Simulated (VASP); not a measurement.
Here is the system:

```yaml
crystal:
  lattice:
    - [0.00000, 2.77205, 2.77205]
    - [2.77205, 0.00000, 2.77205]
    - [2.77205, 2.77205, 0.00000]
  atoms:
    - { symbol: Mg, position: [0.00000, 0.00000, 0.00000] }
    - { symbol: Se, position: [0.50000, 0.50000, 0.50000] }
```

These are optB88-vdW, VASP's PBE PAW potentials (set 64) (plane waves; VASP 6.6.1) values and carry that method's errors. Settings: 520 eV cut-off, 8×8×8 Γ-centred mesh, Gaussian smearing of 0.050 eV, potentials Mg Se.

Problem. Predict the energy per atom (σ→0), pressure, band gap (on the k-mesh) with the smallest direct gap where there is one.

Solution. 
The band gap (on the k-mesh) is 1.77 eV, the smallest direct gap (on the k-mesh) comes out as 2.35 eV and the energy per atom (σ→0) comes out as -2.251 eV/atom. The pressure is -17.4 kbar.

Total energies compare only between runs with the same potentials, cut-off and functional.

The compound is MgSe in the rock salt structure. This cell is one point of a volume scan, at 1.03 of the reference volume.
